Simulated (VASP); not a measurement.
Shape and ions are relaxed at each volume.

Energy against volume of Re (hcp). All values below come from SCAN meta-GGA, VASP's PBE PAW potentials (set 64) (plane waves; VASP).

```tsv
V (Å³/atom)	E (eV/atom)
13.480	-71.03220
13.910	-71.08981
14.340	-71.10801
14.770	-71.09276
15.200	-71.04909
```

Q: Fit a third-order Birch-Murnaghan equation of state.

A: 
```yaml
volume_per_atom: 14.35 Å³/atom
bulk_modulus: 413 GPa
pressure_derivative_of_the_bulk_modulus: 4.45
```

Measured: bulk modulus 369 GPa at 0 K (computed value off by +12.1 %), as given by Vázquez-Parga, Fernández-Martínez, Viñes, J. Chem. Theory Comput. (2023), doi:10.1021/acs.jctc.3c00612, Supporting … [zero-point energy and finite temperature contributions removed].

The compound is Re in the hcp structure. It was relaxed first.
